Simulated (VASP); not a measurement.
Given:

```yaml
crystal:
  lattice:
    - [4.00343, 0.00000, 0.00000]
    - [-2.00171, 3.46707, 0.00000]
    - [0.00000, 0.00000, 7.90812]
  atoms:
    - { symbol: Eu, position: [0.00000, 0.00000, 0.00000] }
    - { symbol: Eu, position: [0.00000, 0.00000, 0.50000] }
    - { symbol: Cu, position: [0.66667, 0.33333, 0.25000] }
    - { symbol: Cu, position: [0.33333, 0.66667, 0.75000] }
    - { symbol: P, position: [0.66667, 0.33333, 0.75000] }
    - { symbol: P, position: [0.33333, 0.66667, 0.25000] }
```

Method: PBEsol GGA, VASP's PBE PAW potentials (set 64) (plane waves; VASP). Settings: 400 eV cut-off, 10×10×5 Γ-centred mesh, tetrahedra with Blöchl corrections, potentials Eu_2 Cu P.

The 4f electrons are frozen in the core of the lanthanide potential, so 4f levels, which can set the real gap, and their magnetism are missing.

### Question
Estimate the energy per atom (σ→0), band gap (on the k-mesh) with the smallest direct gap where there is one.

### Answer

band gap (on the k-mesh): none (metal, semimetal or under 0.01 eV)
energy per atom (σ→0): -5.156 eV/atom

The structure comes from a computed database's EuCuP entry (P6_3/mmc); how it stands against other phases isn't given here. It was relaxed first, which changed the volume by -6 %.
